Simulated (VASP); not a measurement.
The system is C.

```
C
1.0
     2.46100    0.00000    0.00000
    -1.23050    2.13129    0.00000
     0.00000    0.00000    9.39120
C
4
Direct
  0.00000 0.00000 0.25000
  0.33333 0.66667 0.25000
  0.00000 0.00000 0.75000
  0.66667 0.33333 0.75000
```

The cell was built by a generator and needn't be a form met in nature.

Base run:

| Item | Value |
| --- | --- |
| Program | VASP 6.6.1 |
| Functional | vdW-DF2 |
| Potentials or basis | VASP PAW PBE potentials, release 64 (C) |
| Cutoff | 520 eV |
| k mesh | 16 × 16 × 4 |
| Occupations | fermi-dirac, width 0.05 eV |
| Spin | no spin polarisation |

Its results: band gap on the k mesh 1.14 eV, direct; pressure 3.3 GPa.

Problem. After a change of settings the same cell gave: band gap on the k mesh 1.16 eV, direct; pressure 0.7 GPa. Which change was it?
A. functional from vdW-DF2 to SCAN
B. functional from vdW-DF2 to r2SCAN; dispersion from none to rVV10
C. functional from vdW-DF2 to optB88-vdW
D. functional from vdW-DF2 to r2SCAN

Solution. C.

Caveats: the PAW data sets were made with another functional, which shifts forces and pressure a little.

Runs at the PBE level aren't shown here.
